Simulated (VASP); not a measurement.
# TaPbO4 (Cmmm) in VASP: density of states with PBE

Aim: the density of states of TaPbO4 with PBE.

Everything below comes from runs of VASP 6.6.1. Logs are shortened: lines on timing, memory, paths and dates and some standing lists are left out, and cuts for length are marked.

## Step 1: The structure

The structure is orthorhombic, space group Cmmm (No. 65). The conventional cell has a = 7.231 Å, b = 7.425 Å, c = 3.230 Å, α = 90.00°, β = 90.00°, γ = 90.00°. Around Ta (site symmetry mmm) lie 6 O at 1.97 to 2.05 Å. Pb (site symmetry mmm) is surrounded by 6 O at 2.30 to 2.45 Å. O (site symmetry 2mm) has 1 Ta at 1.97 Å as nearest neighbours. O (site symmetry m2m) has 2 Ta at 2.05 Å as nearest neighbours.

The cell was built by a generator and needn't be a form met in nature.

## Step 2: Density of states, PBE

Contents of POSCAR:

```
TaPbO4                                  
1.0
    3.6152925893     -3.7126885241      0.0000000000
    3.6152925893      3.7126885241      0.0000000000
    0.0000000000      0.0000000000      3.2301486517
  Ta              Pb              O             
     1     1     4
Direct
     0.0000000000000000    0.0000000000000000    0.0000000000000000
     0.5000000000000000    0.5000000000000000    0.5000000000000000
     0.7271947388532962    0.7271947388532962    1.0000000000000000
     0.2728052611467038    0.2728052611467038    0.0000000000000000
     0.8296923393085170    0.1703076606914830    0.5000000000000000
     0.1703076606914830    0.8296923393085170    0.5000000000000000
```

Contents of INCAR.step1:

```
PREC = Accurate
ENCUT = 520
EDIFF = 1E-6
ISMEAR = 0
SIGMA = 0.1
LREAL = False
LASPH = True
NELM = 100
ALGO = Normal
ISIF = 2
LWAVE = False
LCHARG = True
LMAXMIX = 4
GGA = PE
NBANDS = 34
KPAR = 4
```

Contents of KPOINTS.step1:

```
regular mesh
0
Gamma
  6 6 10
```

Contents of INCAR.step2:

```
PREC = Accurate
ENCUT = 520
EDIFF = 1E-6
ISMEAR = -5
SIGMA = 0.1
LREAL = False
LASPH = True
NELM = 100
ALGO = Normal
ISIF = 2
LWAVE = False
LCHARG = False
LMAXMIX = 4
GGA = PE
LORBIT = 11
NBANDS = 34
KPAR = 4
NEDOS = 1001
ICHARG = 11
```

Contents of KPOINTS.step2:

```
regular mesh
0
Gamma
  9 9 15
```

Potentials or basis: VASP PAW PBE potentials, release 64 (Ta_pv, Pb_d, O).

On the command line:

```
> cat potpaw_PBE.64/Ta_pv/POTCAR potpaw_PBE.64/Pb_d/POTCAR potpaw_PBE.64/O/POTCAR > POTCAR
> cp INCAR.step1 INCAR
> cp KPOINTS.step1 KPOINTS
> mpirun -np 4 vasp_std > vasp.out
> cp INCAR.step2 INCAR
> cp KPOINTS.step2 KPOINTS
> mpirun -np 4 vasp_std > vasp.out
```

OUTCAR:

```text
PREC = Accurate
   ENCUT = 520
   EDIFF = 1E-6
   ISMEAR = -5
   LREAL = False
   LASPH = True
   NELM = 100
   ISIF = 2
   GGA = PE
   LORBIT = 11
   ICHARG = 11

 ion  position               nearest neighbor table
   1  0.000  0.000  0.000-   3 1.97   4 1.97   5 2.05   6 2.05   5 2.05   6 2.05
   2  0.500  0.500  0.500-   3 2.30   4 2.30   3 2.30   4 2.30   5 2.45   6 2.45
   3  0.727  0.727  0.000-   1 1.97   2 2.30   2 2.30
   4  0.273  0.273  0.000-   1 1.97   2 2.30   2 2.30
   5  0.830  0.170  0.500-   1 2.05   1 2.05   2 2.45
   6  0.170  0.830  0.500-   1 2.05   1 2.05   2 2.45

  LATTYP: Found a base centered orthorhombic cell.
 ALAT       =     7.2305851786
 B/A-ratio  =     1.0269399868
 C/A-ratio  =     0.4467340571

  Lattice vectors:

 A1 = (   3.6152925893,  -3.7126885241,   0.0000000000)
 A2 = (   3.6152925893,   3.7126885241,   0.0000000000)
 A3 = (   0.0000000000,   0.0000000000,   3.2301486517)

Analysis of symmetry for initial positions (statically):
=====================================================================
 Subroutine PRICEL returns:
 Original cell was already a primitive cell.

 Routine SETGRP: Setting up the symmetry group for a
 base centered orthorhombic supercell.

 Subroutine GETGRP returns: Found  8 space group operations
 (whereof  8 operations were pure point group operations)
 out of a pool of  8 trial point group operations.

The static configuration has the point symmetry D_2h.

Analysis of symmetry for dynamics (positions and initial velocities):
=====================================================================
 Subroutine PRICEL returns:
 Original cell was already a primitive cell.

 Routine SETGRP: Setting up the symmetry group for a
 base centered orthorhombic supercell.

 Subroutine GETGRP returns: Found  8 space group operations
 (whereof  8 operations were pure point group operations)
 out of a pool of  8 trial point group operations.

The dynamic configuration has the point symmetry D_2h.

 Subroutine INISYM returns: Found  8 space group operations
 (whereof  8 operations are pure point group operations),
 and found     1 'primitive' translations

----------------------------------------------------------------------------------------

                                     Primitive cell

  volume of cell :      86.7131

  direct lattice vectors                    reciprocal lattice vectors
     3.615292589 -3.712688524  0.000000000     0.138301393 -0.134673296  0.000000000
     3.615292589  3.712688524  0.000000000     0.138301393  0.134673296  0.000000000
     0.000000000  0.000000000  3.230148652     0.000000000  0.000000000  0.309583276

  length of vectors
     5.182122787  5.182122787  3.230148652     0.193039301  0.193039301  0.309583276

  position of ions in fractional coordinates (direct lattice)
     0.000000000  0.000000000  0.000000000
     0.500000000  0.500000000  0.500000000
     0.727194739  0.727194739  0.000000000
     0.272805261  0.272805261  0.000000000
     0.829692339  0.170307661  0.500000000
     0.170307661  0.829692339  0.500000000

  ion indices of the primitive-cell ions
   primitive index   ion index
                 1           1
                 2           2
                 3           3
                 4           4
                 5           5
                 6           6

----------------------------------------------------------------------------------------

 KPOINTS: regular mesh

Automatic generation of k-mesh.
 Grid dimensions read from file:
 generate k-points for:    9    9   15

 Generating k-lattice:

  Cartesian coordinates                     Fractional coordinates (reciprocal lattice)
     0.015366821 -0.014963700  0.000000000     0.111111111 -0.000000000  0.000000000
     0.015366821  0.014963700  0.000000000    -0.000000000  0.111111111  0.000000000
     0.000000000  0.000000000  0.020638885     0.000000000  0.000000000  0.066666667

  Length of vectors
     0.021448811  0.021448811  0.020638885

  Shift w.r.t. Gamma in fractional coordinates (k-lattice)
     0.000000000  0.000000000  0.000000000

 TETIRR: Found   1826 inequivalent tetrahedra from     7290

 Subroutine IBZKPT returns following result:
 ===========================================

 Found    200 irreducible k-points:

 Following reciprocal coordinates:
            Coordinates               Weight
  0.000000  0.000000  0.000000      1.000000
  0.111111 -0.000000  0.000000      4.000000
  0.222222  0.000000  0.000000      4.000000
  0.333333  0.000000  0.000000      4.000000
  0.444444  0.000000  0.000000      4.000000
  0.111111  0.111111  0.000000      2.000000
[... 16 lines left out ...]
 -0.333333  0.333333  0.000000      2.000000
  0.444444  0.444444  0.000000      2.000000
 [... further k-points ...]
   k-points           NKPTS =    200   k-points in BZ     NKDIM =    200   number of bands    NBANDS=     34
   number of dos      NEDOS =   1001   number of ions     NIONS =      6
   total plane-waves  NPLWV =  38400
   dimension x,y,z NGX =    40 NGY =   40 NGZ =   24
   dimension x,y,z NGXF=    80 NGYF=   80 NGZF=   48
   ions per type =               1   1   4
   NGX,Y,Z   is equivalent  to a cutoff of  12.83, 12.83, 12.35 a.u.
   NGXF,Y,Z  is equivalent  to a cutoff of  25.66, 25.66, 24.70 a.u.
 SYSTEM =  unknown system
   PREC   = accura    normal or accurate (medium, high low for compatibility)
   ISTART =      0    job   : 0-new  1-cont  2-samecut
   ICHARG =     11    charge: 1-file 2-atom 10-const
   ISPIN  =      1    spin polarized calculation?
   LNONCOLLINEAR =      F non collinear calculations
   LSORBIT =      F    spin-orbit coupling
   LASPH  =      T    aspherical Exc in radial PAW
   ENCUT  =  520.0 eV  38.22 Ry    6.18 a.u.   9.64  9.64  6.01*2*pi/ulx,y,z
   NELM   =    100;   NELMIN=  2; NELMDL=  0     # of ELM steps
   EDIFF  = 0.1E-05   stopping-criterion for ELM
   LREAL  =      F    real-space projection
   EDIFFG = 0.1E-04   stopping-criterion for IOM
   NSW    =      0    number of steps for IOM
   IBRION =     -1    ionic relax: 0-MD 1-quasi-New 2-CG
   NFREE  =      0    steps in history (QN), initial steepest desc. (CG)
   ISIF   =      2    stress and relaxation
   ISYM   =      2    0-nonsym 1-usesym 2-fastsym
   POTIM  = 0.5000    time-step for ionic-motion
   TEBEG  =    0.0;   TEEND  =   0.0 temperature during run
   PSTRESS=    0.0 pullay stress
   NELECT =      49.0000    total number of electrons
   NUPDOWN=      -1.0000    fix difference up-down
   EMIN   =  10.00;   EMAX   =-10.00  energy-range for DOS
   EFERMI =   0.00;   METHOD = LEGACY
   ISMEAR =    -5;   SIGMA  =   0.10  broadening in eV -4-tet -1-fermi 0-gaus
   EFERMI_NEDOS =   21; number of points for ismear=-14 and -15
   IALGO  =     38    algorithm
   IMIX   =      4    mixing-type and parameters
     AMIX     =   0.40;   BMIX     =  1.00
     AMIX_MAG =   1.60;   BMIX_MAG =  1.00
  volume/ion in A,a.u.               =      14.45        97.53
  Fermi-wavevector in a.u.,A,eV,Ry     =   1.353460  2.557668 24.923880  1.831853
  Thomas-Fermi vector in A             =   2.480713
   LORBIT       =     11    0 simple, 1 ext, 2 COOP (PROOUT), +10 PAW based schemes
   GGA     = PE    functional components
   LHFCALC =     F    Hartree Fock is set to
   AEXX    =    0.0000 exact exchange contribution
   IVDW    =     0    specifies the selected vdW correction
   LEPSILON=     F    determine dielectric tensor
   LRPA    =     F    only Hartree local field effects (RPA)
 non-spin polarized calculation
 Fermi weights with tetrahedron method with Bloechl corrections
  energy-cutoff  :      520.00
  volume of cell :       86.71
 maximum number of plane-waves:      2360

 number of electron      48.9999982 magnetization

 Free energy of the ion-electron system (eV)
  ---------------------------------------------------
  ext. energy  EPLUGINS =         0.00000000
  ---------------------------------------------------
  free energy    TOTEN  =       -46.83728118 eV

  energy without entropy =      -46.83728118  energy(sigma->0) =      -46.83728118

 E-fermi :   3.9295     XC(G=0): -10.3471

 val. band max:        3.9127968165   @ k =   0.3333   0.2222   0.0000
 cond. band min:       3.9194229100   @ k =   0.4444   0.3333   0.4000
 fundamental gap:      0.0066260935
 Fermi energy:         3.9295313080

 k-point     1 :       0.0000    0.0000    0.0000
  band No.  band energies     occupation
      1     -31.7664      2.00000
      2     -31.6358      2.00000
      3     -31.5054      2.00000
      4     -15.1209      2.00000
      5     -14.6062      2.00000
      6     -13.5073      2.00000
[... 26 lines left out ...]
     33      12.7181      0.00000
     34      13.6013      0.00000

 k-point     2 :       0.1111   -0.0000    0.0000
  band No.  band energies     occupation
      1     -31.7664      2.00000
      2     -31.6358      2.00000
      3     -31.5054      2.00000
      4     -15.0974      2.00000
      5     -14.5884      2.00000
      6     -13.5595      2.00000
[... 26 lines left out ...]
     33      12.7525      0.00000
     34      13.7143      0.00000
[... 775 lines left out ...]
     33      12.6562      0.00000
     34      13.9178      0.00000

 k-point    24 :       0.4444    0.4444    0.0000
  band No.  band energies     occupation
      1     -31.7669      2.00000
      2     -31.6364      2.00000
      3     -31.5054      2.00000
      4     -15.0140      2.00000
      5     -14.5740      2.00000
      6     -13.6088      2.00000
[... 26 lines left out ...]
     33      13.5400      0.00000
     34      13.7886      0.00000

 [... further k-points ...]

------------------------ aborting loop because EDIFF is reached ----------------------------------------

  FORCE on cell =-STRESS in cart. coord.  units (eV):
  Direction    XX          YY          ZZ          XY          YZ          ZX
  --------------------------------------------------------------------------------------
  -------------------------------------------------------------------------------------
  Total       -0.0189018      0.0494249      0.0047280     -0.0000000      0.0000000      0.0000000
  in kB       -0.3492436      0.9132133      0.0873585     -0.0000000      0.0000000      0.0000000
  external PRESSURE =       0.2171094 kB  Pullay stress =       0.0000000 kB

 VOLUME and BASIS-vectors are now :
 -----------------------------------------------------------------------------
  energy-cutoff  :      520.00
  volume of cell :       86.71
      direct lattice vectors                 reciprocal lattice vectors
     3.615292589 -3.712688524  0.000000000     0.138301393 -0.134673296  0.000000000
     3.615292589  3.712688524  0.000000000     0.138301393  0.134673296  0.000000000
     0.000000000  0.000000000  3.230148652     0.000000000  0.000000000  0.309583276

 POSITION                                       TOTAL-FORCE (eV/Angst)
 -----------------------------------------------------------------------------------
      0.00000      0.00000      0.00000         0.000000      0.000000      0.000000
      3.61529      0.00000      1.61507         0.000000      0.000000      0.000000
      5.25804      0.00000      0.00000        -0.032275      0.000000      0.000000
      1.97254      0.00000      0.00000         0.032275      0.000000      0.000000
      3.61529     -2.44809      1.61507         0.000000     -0.003216      0.000000
      3.61529      2.44809      1.61507         0.000000      0.003216      0.000000
 -----------------------------------------------------------------------------------
    total drift:                                0.000000     -0.000000     -0.000000

  FREE ENERGIE OF THE ION-ELECTRON SYSTEM (eV)
  ---------------------------------------------------
  free  energy   TOTEN  =       -46.8372811810 eV

  energy  without entropy=      -46.8372811810  energy(sigma->0) =      -46.83728118

 total charge

# of ion       s       p       d       tot
------------------------------------------
    1        0.332   6.312   2.027   8.671
    2        1.316   0.551   9.930  11.797
    3        1.584   3.419   0.000   5.003
    4        1.584   3.419   0.000   5.003
    5        1.568   3.456   0.000   5.024
    6        1.568   3.456   0.000   5.024
--------------------------------------------------
tot          7.951  20.613  11.957  40.521
```

It took 56 s on 4 MPI ranks of Intel Xeon 6975P-C (Granite Rapids), shared host; peak memory 0.59 GiB.

What came out:

```yaml
Valence_electrons_inside_the_program's_atomic_spheres: Ta 8.67; Pb 11.80; O 5.00, 5.02
```

States per cell in windows of 1 eV (zero at the Fermi level; states under -8 eV left out):
```tsv
from (eV)	total	Ta1_d	O5_p	O6_p	O3_p	O4_p	Pb2_p
-8.0	0.76	0.02	0.02	0.02	0.06	0.06	0.00
-7.0	0.47	0.07	0.07	0.07	0.04	0.04	0.03
-6.0	4.17	0.67	0.66	0.66	0.36	0.36	0.14
-5.0	4.54	0.50	0.65	0.65	0.50	0.50	0.12
-4.0	4.74	0.30	0.67	0.67	0.69	0.69	0.13
-3.0	6.10	0.12	0.91	0.91	1.11	1.11	0.08
-2.0	2.30	0.01	0.41	0.41	0.41	0.41	0.01
-1.0	1.02	0.08	0.06	0.06	0.19	0.19	0.01
0.0	0.94	0.06	0.07	0.07	0.16	0.16	0.00
1.0	0.32	0.18	0.02	0.02	0.00	0.00	0.00
2.0	3.13	2.03	0.13	0.13	0.08	0.08	0.06
3.0	2.80	1.62	0.12	0.12	0.12	0.12	0.14
4.0	1.10	0.18	0.03	0.03	0.07	0.07	0.25
5.0	2.73	0.38	0.08	0.08	0.11	0.11	0.72
6.0	1.13	0.30	0.05	0.05	0.04	0.04	0.20
7.0	2.44	0.76	0.17	0.17	0.09	0.09	0.41
```

Caveat: an odd number of electrons without spin polarisation forces a metal; a magnetic or distorted state may lie lower; tetrahedron occupations give inexact forces and stress in metals. Spin-orbit coupling is left out, which matters for the levels of Pb, Ta.
